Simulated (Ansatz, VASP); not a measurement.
**Ta2O5: VASP beside Ansatz**

One calculation is typed for both programs; each brings its own data sets. How far apart do they land? The cell is taken from a series of runs on this material, whose earlier steps may have relaxed, scaled, displaced or heated it; both programs get it as it stands.

Method: plane waves, with VASP 6.6.1 beside it; single point at r2SCAN with rVV10, single point at r2SCAN with D4 and single point at r2SCAN, in Ansatz 0.2.0.

**1. Starting point**

Symmetry: Pmmm, No. 47, orthorhombic system. Conventional cell: a = 3.663 Å, b = 3.853 Å, c = 6.431 Å, α = 90.00°, β = 90.00°, γ = 90.00°. Nearest to Ta lie 6 O at 1.93 to 2.17 Å. Nearest to Ta lie 6 O at 1.83 to 2.06 Å. O has 3 Ta at 2.06 to 2.17 Å nearest. Nearest to O lie 2 Ta at 1.93 Å. Nearest to O lie 2 Ta at 1.83 Å. O has 2 Ta at 1.93 Å nearest. Farther neighbours and most contacts between anions are not listed.

**2. Ansatz: single point, r2SCAN with rVV10**

Ansatz runs on PAW files that the input asks for by source.

With cell and atoms fixed, the geometry can't cause a difference; cores, projectors, grids and the points listed under the comparison can.

Contents of input.yaml:

```yaml
crystal:
  lattice:
    - [3.6632047134, 0.0, 0.0]
    - [0.0, 3.8533710757, 0.0]
    - [0.0, 0.0, 6.4306214859]
  atoms:
    - { symbol: Ta, position: [0.5, 0.0, 0.5] }
    - { symbol: Ta, position: [0.0, 0.0, 0.0] }
    - { symbol: O, position: [0.0, 0.0, 0.3203777979] }
    - { symbol: O, position: [0.0, 0.0, 0.6796222021] }
    - { symbol: O, position: [0.5, 0.5, 0.5] }
    - { symbol: O, position: [0.5, 0.0, 0.0] }
    - { symbol: O, position: [0.0, 0.5, 0.0] }
kpoints:
  mp_grid: { grid: [6, 6, 4] }
hamiltonian:
  xc: r2scan
  pseudopotentials: { kind: paw, source: ansatz }
  dispersion: rvv10
scf:
  occupations: { method: fixed }
  n_extra_bands: 6
  lower_state_search: "off"
  convergence: { dr2_threshold: 1.0e-09 }
output:
  eigenvalues: true
```

The run is started by

```sh
> ansatz run input.yaml --threads 4 --pin off --max-ram 18432MiB --backend cpu --events-out ev --progress --plain --runs-dir out
```

Numbers of over 12 decimals in the logs are rounded to 6 here.

Log:

```text
scf.n_extra_bands = 6 over 42 filled bands (N_el = 84.0): the run solves 48 bands
Engine: ansatz 0.2.0, aarch64-unknown-linux-gnu
Pseudopotentials: kind: paw
Pseudopotential: Ta, paw, valence charge 27, recommended cutoff 520 eV (normal), Ta.paw.azcp
Pseudopotential: O, paw, valence charge 6, recommended cutoff 1050 eV (meta_gga), O.paw.azcp
Functional definition: r2SCAN+rVV10
  parameter k0 = 0.174
  parameter k1 = 0.065
  parameter a1 = 4.9479
  exchange = r2scan_x(k0 = k0, k1 = k1, a1 = a1)
  correlation = r2scan_c + rvv10(11.95, 0.0093)
Crystal: 7 atoms, lattice volume = 90.773 Å³
Basis set: ecut = 1050 eV, 6987 PW (Γ), exchange–correlation on 192×200×360 points (64 copies of the dense FFT grid, shifted against one another)
Bands: 48, of which v1, the nominal top of the filled ones, is band 42 counted from 1 (41 counted from 0)
Symmetry: 8 space group operations
Space group: Pmmm (ITA 47), of the structure as read, at distance tolerance 4.5e-5 Å
k-points: 48 of 144
Non-local potential: Ta, projectors of the file, l = 0: 3, l = 1: 3, l = 2: 2, l = 3: 3
Non-local potential: O, projectors of the file, l = 0: 2, l = 1: 2, l = 2: 1
PAW form: soft (Blöchl's): semilocal exchange-correlation on the pseudo side does not see the compensation charge
rVV10 density: all electrons in the spheres
PAW frozen core: Ta, regenerated for the run's functional (the file was generated under x = pbe(κ = 0.804, μ = 0.219515), c = pbe(β = 0.066725))
PAW frozen core: O, regenerated for the run's functional (the file was generated under x = pbe(κ = 0.804, μ = 0.219515), c = pbe(β = 0.066725))
PAW one-centre angular grid: Ta, 974 points (default); XC on 227 of its mesh's 597 points in the sphere
PAW one-centre angular grid: O, 302 points (default); XC on 160 Gauss nodes
Initial density: superposition of atomic densities (chi_scale 0.1, normalization cell, long waves kept (reshape's long-wave potential 0.03 eV rms))
Initial wavefunctions: pseudopotential atomic-orbital guess
Functional: x = r2scan, c = r2scan + rvv10(b = 11.95, C = 0.0093); τ floored in thin density (d = 2e-4 eV/Å³)
SCF iter   1: F=-36424.866305 eV  HF=-36427.908001 eV  |F-HF|=3.04e0  |Δ(HF+E_count)|=         —  Δρ=8.60e-2  dr2=5.30e0  dr2_τ=1.80e0  ethr=3.10e-3  ⟨swp⟩=4.3  Hψ=8070  notcnv=0  defer=167
preconditioner: auto → Resta (q_TF=auto, 2.693 Å⁻¹)  ε∞=4.3  [insulator: Δε(μ)=1.970 eV  Ē_g=17.732 eV  n_scr=36 (ndim 8)  ℏωp=32.1 eV  f_vac=0.094  ε∞_Penn≈4.3]
SCF iter   2: F=-36426.383346 eV  HF=-36426.795644 eV  |F-HF|=4.12e-1  |Δ(HF+E_count)|=    1.11e0  Δρ=4.34e-2  dr2=1.36e0  dr2_τ=1.74e-1  ethr=3.10e-3  ⟨swp⟩=2.3  Hψ=5039  notcnv=0  defer=137
SCF iter   3: F=-36426.571011 eV  HF=-36426.725056 eV  |F-HF|=1.54e-1  |Δ(HF+E_count)|=   7.06e-2  Δρ=1.62e-2  dr2=1.85e-1  dr2_τ=4.51e-2  ethr=1.62e-3  ⟨swp⟩=2.0  Hψ=4235  notcnv=0  defer=174
SCF iter   4: F=-36426.675012 eV  HF=-36426.678878 eV  |F-HF|=3.87e-3  |Δ(HF+E_count)|=   4.62e-2  Δρ=4.92e-3  dr2=2.54e-2  dr2_τ=9.76e-3  ethr=2.20e-4  ⟨swp⟩=3.0  Hψ=4790  notcnv=0  defer=190
SCF iter   5: F=-36426.679048 eV  HF=-36426.681673 eV  |F-HF|=2.62e-3  |Δ(HF+E_count)|=   2.79e-3  Δρ=3.05e-3  dr2=6.02e-3  dr2_τ=3.96e-3  ethr=3.02e-5  ⟨swp⟩=2.5  Hψ=4435  notcnv=0  defer=191
SCF iter   6: F=-36426.681154 eV  HF=-36426.681395 eV  |F-HF|=2.41e-4  |Δ(HF+E_count)|=   2.78e-4  Δρ=8.73e-4  dr2=5.88e-4  dr2_τ=4.09e-4  ethr=7.17e-6  ⟨swp⟩=2.0  Hψ=4426  notcnv=0  defer=191
SCF iter   7: F=-36426.681367 eV  HF=-36426.681409 eV  |F-HF|=4.29e-5  |Δ(HF+E_count)|=   1.46e-5  Δρ=3.76e-4  dr2=1.18e-4  dr2_τ=6.69e-5  ethr=7.00e-7  ⟨swp⟩=2.7  Hψ=3836  notcnv=0  defer=181
SCF iter   8: F=-36426.681426 eV  HF=-36426.681429 eV  |F-HF|=2.75e-6  |Δ(HF+E_count)|=   1.96e-5  Δρ=1.12e-4  dr2=1.20e-5  dr2_τ=2.79e-6  ethr=1.40e-7  ⟨swp⟩=2.0  Hψ=4250  notcnv=0  defer=82
SCF iter   9: F=-36426.681431 eV  HF=-36426.681432 eV  |F-HF|=9.26e-7  |Δ(HF+E_count)|=   2.77e-6  Δρ=4.17e-5  dr2=1.18e-6  dr2_τ=5.86e-7  ethr=1.43e-8  ⟨swp⟩=2.0  Hψ=4441  notcnv=0  defer=79
SCF iter  10: F=-36426.681412 eV  HF=-36426.681412 eV  |F-HF|=1.11e-7  |Δ(HF+E_count)|=   2.03e-5  Δρ=1.28e-5  dr2=1.24e-7  dr2_τ=3.52e-8  ethr=1.40e-9  ⟨swp⟩=2.0  Hψ=4239  notcnv=0  defer=80
SCF iter  11: F=-36426.681412 eV  HF=-36426.681412 eV  |F-HF|=3.24e-8  |Δ(HF+E_count)|=   1.59e-7  Δρ=7.65e-6  dr2=4.81e-8  dr2_τ=1.30e-8  ethr=1.48e-10  ⟨swp⟩=2.0  Hψ=4234  notcnv=0  defer=80
SCF iter  12: F=-36426.681412 eV  HF=-36426.681412 eV  |F-HF|=5.41e-9  |Δ(HF+E_count)|=   6.32e-8  Δρ=4.34e-6  dr2=1.37e-8  dr2_τ=7.37e-9  ethr=5.73e-11  ⟨swp⟩=2.0  Hψ=4223  notcnv=0  defer=80
SCF iter  13: F=-36426.681412 eV  HF=-36426.681412 eV  |F-HF|=9.90e-10  |Δ(HF+E_count)|=   4.11e-9  Δρ=1.04e-6  dr2=8.39e-10  dr2_τ=6.52e-10  ethr=1.19e-12  ⟨swp⟩=10.6  Hψ=10819  notcnv=0
SCF 1 converged in 13 iterations: F = -36426.681412 eV  dr2 = 8.39e-10
  greatest PAW one-centre occupation: 0.998 electrons in one spin orbital (limit 2), on the Ta atom at site 0 (counted from 0), in its partial waves of l = 3
SCF converged after 13 iterations
Free energy (F): -36426.681412 eV
Harris-Foulkes:  -36426.681412 eV  (|F-HF|=9.90e-10)
Internal energy: -36426.681412 eV  (E = F + TS)
E sigma→0 (E₀):  -36426.681412 eV
Fermi energy:    10.171995 eV
--- Per-component energies (eV) ---
  E_band       = -750.588589
  E_kinetic    = 2208.085298
  E_local      = -24773.945658  (includes V_loc(G=0)·N_el)
  E_nonlocal   = 5375.356319
  E_hartree    = 8517.923910
  E_xc         = -1619.708668
  E_vxc        = -1311.153304  (∫ρ·V_xc dr)
  E_paw        = -15483.685300  (= ΣΔE_a)
  E_vpaw       = 638.231039  (= ΣTr[D̂ρ^β])
  E_aug_tail   = -0.000021  (compensation charges beyond the density's cutoff)
  E_vtau       = 76.989359  (kinetic-family band-sum trace: ∫τ·v_τ [+ j·A + Jᵃ·Aᵃ] dr)
  E_ewald      = -10650.301965
  E_core_change = -0.405328  (= ΣΔE_core)
  E_smearing   = -0.000000  (= −TS)
  E_closure    = 0.000000  (closes the sum)
  Σ components = -36426.681412   (vs F -36426.681412, Δ=0.00e0)
--- Band table (eV; the first three rows and the last of 48) ---
  k-point 0: bands = [... 38 lower, 8.4786, 9.1360, 9.2992, 9.4479, 10.9991, 11.4574, 11.7678, 12.7711, ... 2 higher]
  k-point 1: bands = [... 38 lower, 8.1695, 8.8632, 9.2889, 9.4468, 11.3346, 11.4625, 11.8842, 13.0307, ... 2 higher]
  k-point 2: bands = [... 38 lower, 8.1170, 8.7732, 9.2795, 9.4457, 11.4676, 11.6747, 12.0170, 13.0221, ... 2 higher]
  k-point 47: bands = [... 38 lower, 6.8338, 7.7064, 9.1981, 10.1720, 11.4821, 13.7818, 14.1368, 14.9461, ... 2 higher]
```

**3. VASP: single point, r2SCAN with rVV10**

The same cell, functional and mesh now go to VASP, with its own data sets.

Lines of VASP's logs that name or quote its potential files are left out, and so is its time.

Contents of INCAR:

```
SYSTEM = Ta2O5
PREC = Accurate
ENCUT = 580
EDIFF = 1E-06
NELM = 120
ISMEAR = 0
SIGMA = 0.01
LREAL = .FALSE.
ALGO = Normal
METAGGA = R2SCAN
LUSE_VDW = .TRUE.
IVDW_NL = 2
BPARAM = 11.95
CPARAM = 0.0093
LASPH = .TRUE.
NBANDS = 33
LORBIT = 11
LWAVE = .FALSE.
LCHARG = .FALSE.
ISIF = 2
GGA_COMPAT = .FALSE.
EFERMI = MIDGAP
LMIXTAU = .TRUE.
KPAR = 2
```

Contents of POSCAR:

```
Ta2O5
1.0
    3.6632047134      0.0000000000      0.0000000000
    0.0000000000      3.8533710757      0.0000000000
    0.0000000000      0.0000000000      6.4306214859
Ta O
2 5
Direct
    0.5000000000      0.0000000000      0.5000000000
    0.0000000000      0.0000000000      0.0000000000
    0.0000000000      0.0000000000      0.3203777979
    0.0000000000      0.0000000000      0.6796222021
    0.5000000000      0.5000000000      0.5000000000
    0.5000000000      0.0000000000      0.0000000000
    0.0000000000      0.5000000000      0.0000000000
```

Contents of KPOINTS:

```
Automatic mesh
0
Gamma
6 6 4
0 0 0
```

The projector-augmented-wave data sets are Ta_pv and O (PBE family, release 64).

The run is started by

```sh
> mpirun -np 2 vasp_std
```

Log:

```text
[banner, memory and clock lines left out]
running    2 mpi-ranks, on    1 nodes
 distrk:  each k-point on    1 cores,    2 groups
 distr:  one band on    1 cores,    1 groups

 POSCAR found type information on POSCAR TaO
 POSCAR found :  2 types and       7 ions
|                                                                             |
|               ----> ADVICE to this user running VASP <----                  |
|                                                                             |
|     You have switched on vdW-DFT.                                           |
|     This routine was written and supplied by Jiri Klimes. We recommend      |
|     that you carefully read and cite the following publications:            |
|       J. Klimes, D.R. Bowler, A. Michelides                                 |
|          J. Phys.: Cond Matt. 22 022201 (2010)                              |
|       J. Klimes, D.R. Bowler, A. Michelides                                 |
|          Phys. Rev. B. 83, 195131 (2011)                                    |
|     and references therein.                                                 |
|                                                                             |

|                                                                             |
|               ----> ADVICE to this user running VASP <----                  |
|                                                                             |
|     You enforced a specific xc type in the INCAR file but a different       |
|     [... a line on the potential file left out ...]
|     I HOPE YOU KNOW WHAT YOU ARE DOING!                                     |
|                                                                             |

 LDA part: xc-table for (None), standard interpolation
 POSCAR, INCAR and KPOINTS ok, starting setup
 FFT: planning ... GRIDC
 FFT: planning ... GRID_SOFT
 FFT: planning ... GRID
 WAVECAR not read
 entering main loop
       N       E                     dE             d eps       ncg     rms          rms(c)
Total rVV10 correction in eV:      1.2524955    54.7821084
Total rVV10 correction in eV:      1.2524955    54.7821084
DAV:   1     0.409127797136E+03    0.40913E+03   -0.31867E+04  3168   0.175E+03
DAV:   2    -0.143789728908E+03   -0.55292E+03   -0.53908E+03  4012   0.462E+02
DAV:   3    -0.176814964149E+03   -0.33025E+02   -0.32894E+02  3808   0.116E+02
DAV:   4    -0.177245451467E+03   -0.43049E+00   -0.42994E+00  3926   0.145E+01
DAV:   5    -0.177252234987E+03   -0.67835E-02   -0.67818E-02  3831   0.172E+00    0.506E+01
Total rVV10 correction in eV:      1.3494314    54.7821100
Total rVV10 correction in eV:      1.3494314    54.7821100
DAV:   6    -0.151312428273E+03    0.25940E+02   -0.53371E+01  3714   0.488E+01    0.197E+01
Total rVV10 correction in eV:      1.3590412    54.7821098
Total rVV10 correction in eV:      1.3590412    54.7821098
DAV:   7    -0.143924332020E+03    0.73881E+01   -0.41465E+00  3733   0.139E+01    0.919E+00
Total rVV10 correction in eV:      1.3865547    54.7821098
Total rVV10 correction in eV:      1.3865547    54.7821098
DAV:   8    -0.149745992073E+03   -0.58217E+01   -0.24558E+00  3498   0.109E+01    0.232E+00
Total rVV10 correction in eV:      1.3854490    54.7821098
Total rVV10 correction in eV:      1.3854490    54.7821098
DAV:   9    -0.144284595426E+03    0.54614E+01   -0.12806E+00  3298   0.774E+00    0.602E-01
Total rVV10 correction in eV:      1.3871889    54.7821098
Total rVV10 correction in eV:      1.3871889    54.7821098
DAV:  10    -0.144849023968E+03   -0.56443E+00   -0.34421E-01  3440   0.452E+00    0.446E-01
Total rVV10 correction in eV:      1.3897624    54.7821098
Total rVV10 correction in eV:      1.3897624    54.7821098
DAV:  11    -0.144619799653E+03    0.22922E+00   -0.86511E-02  3221   0.239E+00    0.325E-01
Total rVV10 correction in eV:      1.3934002    54.7821098
Total rVV10 correction in eV:      1.3934002    54.7821098
DAV:  12    -0.144869239542E+03   -0.24944E+00   -0.13607E-01  3185   0.296E+00    0.106E-01
Total rVV10 correction in eV:      1.3938474    54.7821098
Total rVV10 correction in eV:      1.3938474    54.7821098
DAV:  13    -0.144870668447E+03   -0.14289E-02   -0.82515E-03  3644   0.805E-01    0.828E-02
Total rVV10 correction in eV:      1.3941709    54.7821098
Total rVV10 correction in eV:      1.3941709    54.7821098
DAV:  14    -0.144870032819E+03    0.63563E-03   -0.23676E-03  3606   0.406E-01    0.322E-02
Total rVV10 correction in eV:      1.3944461    54.7821098
Total rVV10 correction in eV:      1.3944461    54.7821098
DAV:  15    -0.144873540660E+03   -0.35078E-02   -0.13964E-03  3224   0.357E-01    0.185E-02
Total rVV10 correction in eV:      1.3945628    54.7821098
Total rVV10 correction in eV:      1.3945628    54.7821098
DAV:  16    -0.144873743101E+03   -0.20244E-03   -0.16553E-04  3674   0.108E-01    0.192E-02
Total rVV10 correction in eV:      1.3944902    54.7821098
Total rVV10 correction in eV:      1.3944902    54.7821098
DAV:  17    -0.144873671063E+03    0.72038E-04   -0.13799E-04  3380   0.935E-02    0.495E-03
Total rVV10 correction in eV:      1.3944942    54.7821098
Total rVV10 correction in eV:      1.3944942    54.7821098
DAV:  18    -0.144873780453E+03   -0.10939E-03   -0.54874E-05  3263   0.662E-02    0.242E-03
Total rVV10 correction in eV:      1.3944450    54.7821098
Total rVV10 correction in eV:      1.3944450    54.7821098
DAV:  19    -0.144873753052E+03    0.27401E-04   -0.15929E-05  3271   0.342E-02    0.244E-03
Total rVV10 correction in eV:      1.3944489    54.7821098
Total rVV10 correction in eV:      1.3944489    54.7821098
DAV:  20    -0.144873781976E+03   -0.28924E-04   -0.10691E-05  3257   0.289E-02    0.582E-04
Total rVV10 correction in eV:      1.3944499    54.7821098
Total rVV10 correction in eV:      1.3944499    54.7821098
DAV:  21    -0.144873782377E+03   -0.40127E-06   -0.27668E-07  1885   0.457E-03
Total rVV10 correction in eV:      1.3944431    54.7821098
Total rVV10 correction in eV:      1.3944431    54.7821098
Total rVV10 correction in eV:      1.3944467    54.7821098
Total rVV10 correction in eV:      1.3944467    54.7821098
   1 F= -.14487378E+03 E0= -.14487378E+03  d E =0.000000E+00
```

OUTCAR, selected parts (step 3):

```text
ion  position               nearest neighbor table
   1  0.500  0.000  0.500-   5 1.93   5 1.93   3 2.17   4 2.17   3 2.17   4 2.17
   2  0.000  0.000  0.000-   6 1.83   6 1.83   7 1.93   7 1.93   3 2.06   4 2.06
   3  0.000  0.000  0.320-   2 2.06   1 2.17   1 2.17
   4  0.000  0.000  0.680-   2 2.06   1 2.17   1 2.17
   5  0.500  0.500  0.500-   1 1.93   1 1.93
   6  0.500  0.000  0.000-   2 1.83   2 1.83
   7  0.000  0.500  0.000-   2 1.93   2 1.93

  LATTYP: Found a simple orthorhombic cell.
 ALAT       =     3.6632047134
 B/A-ratio  =     1.0519125676
 C/A-ratio  =     1.7554633140

 Subroutine GETGRP returns: Found  8 space group operations
 (whereof  8 operations were pure point group operations)

The static configuration has the point symmetry D_2h.

 Found     48 irreducible k-points:

   k-points           NKPTS =     48   k-points in BZ     NKDIM =     48   number of bands    NBANDS=     33

   dimension x,y,z NGX =    30 NGY =   30 NGZ =   54
   dimension x,y,z NGXF=    60 NGYF=   60 NGZF=  108

   ENCUT  =  580.0 eV  42.63 Ry    6.53 a.u.   7.19  7.57 12.63*2*pi/ulx,y,z

   NELECT =      52.0000    total number of electrons

 k-points in reciprocal lattice and weights: Automatic mesh
   0.00000000  0.00000000  0.00000000       0.007
   0.16666667  0.00000000  0.00000000       0.014
   0.33333333  0.00000000  0.00000000       0.014
   0.50000000  0.00000000  0.00000000       0.007
   0.00000000  0.16666667  0.00000000       0.014
   0.16666667  0.16666667  0.00000000       0.028
   0.33333333  0.16666667  0.00000000       0.028
   0.50000000  0.16666667  0.00000000       0.014
   0.00000000  0.33333333  0.00000000       0.014
[...]
0.33333333  0.50000000  0.50000000       0.014
   0.50000000  0.50000000  0.50000000       0.007

 average (electrostatic) potential at core
       1 -48.6823       2 -45.9099       3 -76.4637       4 -76.4637       5 -76.9502
       6 -76.1858       7 -74.9566

 E-fermi :   2.4017

 k-point     1 :       0.0000    0.0000    0.0000
  band No.  band energies     occupation
    ...
     22       0.0956      2.00000
     23       0.3717      2.00000
     24       1.0353      2.00000
     25       1.1788      2.00000
     26       1.3429      2.00000
     27       2.8548      0.00000
     28       3.3395      0.00000
     29       3.6368      0.00000
     30       4.6354      0.00000
     31       4.9243      0.00000
    ...

 k-point     2 :       0.1667    0.0000    0.0000
  band No.  band energies     occupation
    ...
     22      -0.5048      2.00000
     23       0.0161      2.00000
     24       0.9506      2.00000
     25       0.9731      2.00000
     26       1.0105      2.00000
     27       3.1622      0.00000
     28       3.4316      0.00000
     29       3.7708      0.00000
     30       5.6480      0.00000
     31       5.8742      0.00000
    ...

 k-point     3 :       0.3333    0.0000    0.0000
  band No.  band energies     occupation
    ...
     22      -0.7273      2.00000
     23      -0.2925      2.00000
     24       0.5522      2.00000
     25       0.8040      2.00000
     26       0.9316      2.00000
     27       2.9669      0.00000
     28       3.1221      0.00000
     29       4.4912      0.00000
     30       5.8832      0.00000
     31       6.3580      0.00000
    ...

  Total        0.8898021      0.8459172      0.3288381     -0.0000000      0.0000000      0.0000000
  in kB       15.7054006     14.9308135      5.8041378     -0.0000000      0.0000000      0.0000000
  external PRESSURE =      12.1467840 kB  Pullay stress =       0.0000000 kB

  energy-cutoff  :      580.00
  volume of cell :       90.77
      direct lattice vectors                 reciprocal lattice vectors
     3.663204713  0.000000000  0.000000000     0.272985017  0.000000000  0.000000000
     0.000000000  3.853371076  0.000000000     0.000000000  0.259513029  0.000000000
     0.000000000  0.000000000  6.430621486     0.000000000  0.000000000  0.155505965

 POSITION                                       TOTAL-FORCE (eV/Angst)
 -----------------------------------------------------------------------------------
      1.83160      0.00000      3.21531         0.000000      0.000000      0.000000
      0.00000      0.00000      0.00000         0.000000      0.000000      0.000000
      0.00000      0.00000      2.06023         0.000000      0.000000      0.036831
      0.00000      0.00000      4.37039        -0.000000      0.000000     -0.036831
      1.83160      1.92669      3.21531         0.000000      0.000000      0.000000
      1.83160      0.00000      0.00000         0.000000      0.000000      0.000000
      0.00000      1.92669      0.00000         0.000000      0.000000      0.000000
 -----------------------------------------------------------------------------------
    total drift:                                0.000000     -0.000000      0.000000

  FREE ENERGIE OF THE ION-ELECTRON SYSTEM (eV)
  ---------------------------------------------------
  free  energy   TOTEN  =      -144.8737823771 eV

  energy  without entropy=     -144.8737823771  energy(sigma->0) =     -144.87378238

 total charge
# of ion       s       p       d       tot
------------------------------------------
    1        0.317   6.272   1.845   8.434
    2        0.400   6.452   2.164   9.016
    3        1.560   3.513   0.000   5.073
    4        1.560   3.513   0.000   5.073
    5        1.575   3.527   0.000   5.102
    6        1.591   3.642   0.000   5.233
    7        1.573   3.562   0.000   5.136
--------------------------------------------------
tot          8.576  30.482   4.009  43.067

[... 3 further parts left out ...]
```

The run ends at a pressure of 1.21 GPa, with forces up to 0.037 eV/Å.

[end of part 1 of 2]

[Lines on the potential files, build, host, timing and source positions are cut from VASP's logs without a mark.]

[Logs are printed without paths, hosts, clocks, repeated set-up lines and the standing remarks that a program may print on its own settings, such as how far it seeks lower states.]

[Hosts, paths, dates, database ids (printed as entryN), source tags and the programs' standing remarks are cut or masked in the printed files.]
